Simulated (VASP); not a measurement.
Level of theory: PBEsol GGA, VASP's PBE PAW potentials (set 64) (plane waves; VASP).

A VASP calculation is set up with these files.

### INCAR
```
! general
SYSTEM  = Pd
PREC    = Accurate
ENCUT   = 500   ! plane-wave cut-off (eV)
LREAL   = F
LASPH   = T

! electronic loop
EDIFF   = 1E-6   ! SCF stop (eV)
NELM    = 100   ! most electronic steps
ALGO    = Normal
LMAXMIX = 4

! smearing
ISMEAR  = 1
SIGMA   = 0.1   ! width (eV)

! functional
GGA     = PS

! ions
IBRION  = 2   ! conjugate gradients
NSW     = 40
ISIF    = 3   ! ions, shape and volume
EDIFFG  = -0.02   ! ionic stop
PSTRESS = 200

! output
LWAVE   = F
LCHARG  = F
```

**POSCAR**
```
Pd
1.0
  0.0000000000   1.8866876149   1.8866876149
  1.8866876149   0.0000000000   1.8866876149
  1.8866876149   1.8866876149   0.0000000000
Pd
1
Cart
  3.7733752298   3.7733752298   3.7733752298
```

### KPOINTS
```
Automatic mesh
0
gamma
  17 17 17
```

POTCAR, in this order: Pd (PBE.64 set). Program: vasp_std.

Output of the run:

**OSZICAR**
```
       N       E                     dE             d eps       ncg     rms          rms(c)
DAV:   1     0.366686449458E+02    0.36669E+02   -0.52963E+03  2994   0.102E+03
DAV:   2    -0.595484073748E+01   -0.42623E+02   -0.41426E+02  3260   0.192E+02
DAV:   3    -0.629915794512E+01   -0.34432E+00   -0.34145E+00  3398   0.203E+01
DAV:   4    -0.630078776790E+01   -0.16298E-02   -0.16293E-02  3569   0.128E+00
DAV:   5    -0.630080388521E+01   -0.16117E-04   -0.16116E-04  3467   0.109E-01    0.108E+01
DAV:   6    -0.592367063140E+01    0.37713E+00   -0.14723E+00  3049   0.118E+01    0.499E+00
DAV:   7    -0.589933588402E+01    0.24335E-01   -0.39189E-02  3896   0.177E+00    0.234E+00
DAV:   8    -0.589319844001E+01    0.61374E-02   -0.23717E-03  3270   0.552E-01    0.169E-01
DAV:   9    -0.589316659880E+01    0.31841E-04   -0.44323E-05  3585   0.763E-02    0.295E-02
DAV:  10    -0.589317138233E+01   -0.47835E-05   -0.34529E-06  3379   0.198E-02    0.463E-03
DAV:  11    -0.589317118675E+01    0.19558E-06   -0.27343E-08  1685   0.191E-03
   1 F= -.42164942E+01 E0= -.42160052E+01  d E =-.421649E+01
       N       E                     dE             d eps       ncg     rms          rms(c)
DAV:   1    -0.588818758871E+01    0.49838E-02   -0.38987E-02  3016   0.229E+00    0.319E-01
DAV:   2    -0.588627639327E+01    0.19112E-02   -0.83477E-03  3000   0.873E-01    0.803E-02
DAV:   3    -0.588625686649E+01    0.19527E-04   -0.11234E-04  3810   0.853E-02    0.457E-02
DAV:   4    -0.588626332025E+01   -0.64538E-05   -0.25866E-05  3373   0.457E-02    0.350E-03
DAV:   5    -0.588626325771E+01    0.62538E-07   -0.32522E-07  2245   0.581E-03
   2 F= -.42163953E+01 E0= -.42159084E+01  d E =0.988859E-04
       N       E                     dE             d eps       ncg     rms          rms(c)
DAV:   1    -0.589239319798E+01   -0.61299E-02   -0.20824E-02  3015   0.168E+00    0.233E-01
DAV:   2    -0.589136497233E+01    0.10282E-02   -0.45994E-03  2997   0.647E-01    0.610E-02
DAV:   3    -0.589135284867E+01    0.12124E-04   -0.46898E-05  3680   0.545E-02    0.352E-02
DAV:   4    -0.589135124648E+01    0.16022E-05   -0.13449E-05  3383   0.318E-02    0.224E-03
DAV:   5    -0.589135131734E+01   -0.70857E-07   -0.10575E-07  1707   0.312E-03
   3 F= -.42165095E+01 E0= -.42160210E+01  d E =-.152782E-04
```

**OUTCAR**
```
------------------------ aborting loop because EDIFF is reached ----------------------------------------
  FORCE on cell =-STRESS in cart. coord.  units (eV):
  Direction    XX          YY          ZZ          XY          YZ          ZX
  --------------------------------------------------------------------------------------
  Total        1.6768770      1.6768770      1.6768770     -0.0000000     -0.0000000     -0.0000000
  in kB      200.2430249    200.2430249    200.2430249     -0.0000000     -0.0000000     -0.0000000
  external PRESSURE =       0.2430249 kB  Pullay stress =     200.0000000 kB
  volume of cell :       13.42
      direct lattice vectors                 reciprocal lattice vectors
     0.000000000  1.885999028  1.885999028    -0.265111483  0.265111483  0.265111483
     1.885999028  0.000000000  1.885999028     0.265111483 -0.265111483  0.265111483
     1.885999028  1.885999028  0.000000000     0.265111483  0.265111483 -0.265111483
 POSITION                                       TOTAL-FORCE (eV/Angst)
 -----------------------------------------------------------------------------------
      0.00000      0.00000      0.00000         0.000000      0.000000     -0.000000
 -----------------------------------------------------------------------------------
    total drift:                               -0.000000     -0.000000     -0.000000
  FREE ENERGIE OF THE ION-ELECTRON SYSTEM (eV)
  ---------------------------------------------------
  free  energy   TOTEN  =        -5.8913513173 eV

  energy  without entropy=       -5.8898860298  energy(sigma->0) =       -5.89086289
  enthalpy is  TOTEN    =        -4.2165094740 eV   P V=        1.6748418434

 reached required accuracy - stopping structural energy minimisation
```
(Selected blocks of OUTCAR.)

**CONTCAR**
```
Pd
   1.00000000000000
     0.0000000000000000    1.8859990278240453    1.8859990278240453
     1.8859990278240453    0.0000000000000000    1.8859990278240453
     1.8859990278240453    1.8859990278240453    0.0000000000000000
  Pd
     1
Direct
     0.0000000000000000    0.0000000000000000    0.0000000000000000
```

The compound is Pd in the fcc structure. This run relaxes it under an external pressure of 20 GPa. Symmetry was kept, so distortions that lower it aren't found.
